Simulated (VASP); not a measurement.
Output of a VASP run:

**OSZICAR**
```
...
DAV:   2    -0.671644658513E+01   -0.86646E+02   -0.81106E+02   950   0.250E+02
DAV:   3    -0.109502684407E+02   -0.42338E+01   -0.41479E+01  1191   0.634E+01
DAV:   4    -0.110348485496E+02   -0.84580E-01   -0.84457E-01  1076   0.845E+00
DAV:   5    -0.110371327529E+02   -0.22842E-02   -0.22838E-02  1194   0.147E+00    0.144E+01
DAV:   6    -0.146384414722E+02   -0.36013E+01   -0.39931E+01  1003   0.162E+02    0.213E+01
DAV:   7    -0.955733170661E+01    0.50811E+01   -0.12735E+01  1108   0.104E+02    0.272E+00
DAV:   8    -0.956486196057E+01   -0.75303E-02   -0.16958E+00  1375   0.207E+01    0.240E+00
DAV:   9    -0.952784680841E+01    0.37015E-01   -0.22304E-01  1108   0.107E+01    0.404E-01
DAV:  10    -0.952771554981E+01    0.13126E-03   -0.78057E-03  1159   0.117E+00    0.190E-01
DAV:  11    -0.952771856734E+01   -0.30175E-05   -0.70275E-04  1129   0.288E-01    0.450E-02
DAV:  12    -0.952772529063E+01   -0.67233E-05   -0.32297E-05  1130   0.595E-02    0.174E-02
DAV:  13    -0.952771910397E+01    0.61867E-05   -0.14580E-05  1300   0.962E-02    0.652E-03
DAV:  14    -0.952771981923E+01   -0.71526E-06   -0.23158E-06   904   0.122E-02
   1 F= -.95277198E+01 E0= -.95280340E+01  d E =-.952772E+01
       N       E                     dE             d eps       ncg     rms          rms(c)
DAV:   1    -0.169382008413E+02   -0.74105E+01   -0.80480E+01   935   0.203E+02    0.254E+01
DAV:   2    -0.219544801222E+02   -0.50163E+01   -0.89599E+01  1185   0.242E+02    0.338E+01
DAV:   3    -0.109385013836E+02    0.11016E+02   -0.51984E+01  1112   0.149E+02    0.112E+01
DAV:   4    -0.996056885658E+01    0.97793E+00   -0.40611E+00  1149   0.425E+01    0.710E+00
DAV:   5    -0.981085664710E+01    0.14971E+00   -0.28731E-01  1143   0.478E+00    0.390E+00
DAV:   6    -0.965981501484E+01    0.15104E+00   -0.41968E-01  1233   0.174E+01    0.134E+00
DAV:   7    -0.965357431946E+01    0.62407E-02   -0.41694E-02  1215   0.306E+00    0.483E-01
DAV:   8    -0.965285557543E+01    0.71874E-03   -0.68592E-03  1396   0.153E+00    0.162E-01
DAV:   9    -0.965278444667E+01    0.71129E-04   -0.17362E-03  1362   0.930E-01    0.773E-02
DAV:  10    -0.965275354269E+01    0.30904E-04   -0.18227E-04  1111   0.306E-01    0.206E-02
DAV:  11    -0.965275262985E+01    0.91284E-06   -0.20483E-05  1475   0.512E-02    0.826E-03
DAV:  12    -0.965275218388E+01    0.44597E-06   -0.65219E-07   595   0.860E-03
   2 F= -.96527522E+01 E0= -.96532874E+01  d E =-.125032E+00
       N       E                     dE             d eps       ncg     rms          rms(c)
DAV:   1    -0.112362558244E+02   -0.15835E+01   -0.12265E+01  1013   0.736E+01    0.129E+01
DAV:   2    -0.159221728447E+02   -0.46859E+01   -0.41098E+01   986   0.164E+02    0.228E+01
DAV:   3    -0.980685463694E+01    0.61153E+01   -0.13142E+01  1085   0.104E+02    0.336E+00
DAV:   4    -0.972737790877E+01    0.79477E-01   -0.15489E+00  1281   0.180E+01    0.155E+00
DAV:   5    -0.972136362339E+01    0.60143E-02   -0.94496E-02  1045   0.374E+00    0.689E-01
DAV:   6    -0.971889960369E+01    0.24640E-02   -0.54624E-03  1270   0.148E+00    0.344E-01
DAV:   7    -0.971860302605E+01    0.29658E-03   -0.23576E-03  1384   0.825E-01    0.560E-02
DAV:   8    -0.971862023967E+01   -0.17214E-04   -0.11444E-04  1000   0.932E-02    0.169E-02
DAV:   9    -0.971861784760E+01    0.23921E-05   -0.12318E-05  1191   0.876E-02    0.661E-03
DAV:  10    -0.971861851252E+01   -0.66492E-06   -0.19643E-06   681   0.127E-02
   3 F= -.97186185E+01 E0= -.97187704E+01  d E =-.190899E+00
```

### OUTCAR
```
------------------------ aborting loop because EDIFF is reached ----------------------------------------
  FORCE on cell =-STRESS in cart. coord.  units (eV):
  Direction    XX          YY          ZZ          XY          YZ          ZX
  --------------------------------------------------------------------------------------
  Total       -0.0263374     -0.0263374     -0.0263374     -0.0000000      0.0000000     -0.0000000
  in kB       -0.9685045     -0.9685045     -0.9685045     -0.0000000      0.0000000     -0.0000000
  external PRESSURE =      -0.9685045 kB  Pullay stress =       0.0000000 kB
  volume of cell :       43.57
      direct lattice vectors                 reciprocal lattice vectors
     0.000000000  2.792868533  2.792868533    -0.179027403  0.179027403  0.179027403
     2.792868533  0.000000000  2.792868533     0.179027403 -0.179027403  0.179027403
     2.792868533  2.792868533  0.000000000     0.179027403  0.179027403 -0.179027403
 POSITION                                       TOTAL-FORCE (eV/Angst)
 -----------------------------------------------------------------------------------
      1.39643      1.39643      1.39643        -0.000000     -0.000000      0.000000
      4.18930      4.18930      4.18930         0.000000      0.000000     -0.000000
      0.00000      0.00000      0.00000         0.000000      0.000000     -0.000000
 -----------------------------------------------------------------------------------
    total drift:                               -0.000000     -0.000000      0.000000
  FREE ENERGIE OF THE ION-ELECTRON SYSTEM (eV)
  ---------------------------------------------------
  free  energy   TOTEN  =        -9.7186185125 eV

  energy  without entropy=       -9.7190741763  energy(sigma->0) =       -9.71877040

 reached required accuracy - stopping structural energy minimisation
```
(Selected blocks of OUTCAR.)

POSCAR:
```
NiSi2
1
    0.0000000000     2.6949412397     2.6949412397
    2.6949412397    -0.0000000000     2.6949412397
    2.6949412397     2.6949412397     0.0000000000
Si Ni
2 1
Direct
  0.2500000000   0.2500000000   0.2500000000
  0.7500000000   0.7500000000   0.7500000000
  0.0000000000   0.0000000000   0.0000000000
```

Task: Write an INCAR and KPOINTS that could have produced this output.

Result: This is not unique; one that fits is the input of the run itself, vdW-DF2, plane waves, VASP's PBE PAW potentials (set 64).

**INCAR**
```
# general
SYSTEM   = NiSi2
PREC     = Accurate
ENCUT    = 520
LREAL    = .FALSE.
LASPH    = .TRUE.

# electronic loop
EDIFF    = 1E-6
NELM     = 100
ALGO     = Normal
LMAXMIX  = 4

# smearing
ISMEAR   = 1
SIGMA    = 0.1

# functional
GGA      = ML
LUSE_VDW = .TRUE.
AGGAC    = 0.0
ZAB_VDW  = -1.8867

# ions
IBRION   = 2
NSW      = 60
ISIF     = 3
EDIFFG   = -0.02

# output
LWAVE    = .FALSE.
LCHARG   = .FALSE.
```

File KPOINTS:
```
Automatic mesh
0
Gamma
9 9 9
0 0 0
```

POTCAR, in this order: Si Ni (PBE.64 set). Program: vasp_std.

Energy and stress use the plane-wave basis of the starting cell.

The compound is NiSi2 in the fluorite structure. This run relaxes it. Symmetry was kept, so distortions that lower it aren't found. The start is the result of an earlier pass. The run is not spin-polarised, so no magnetic state was tried.
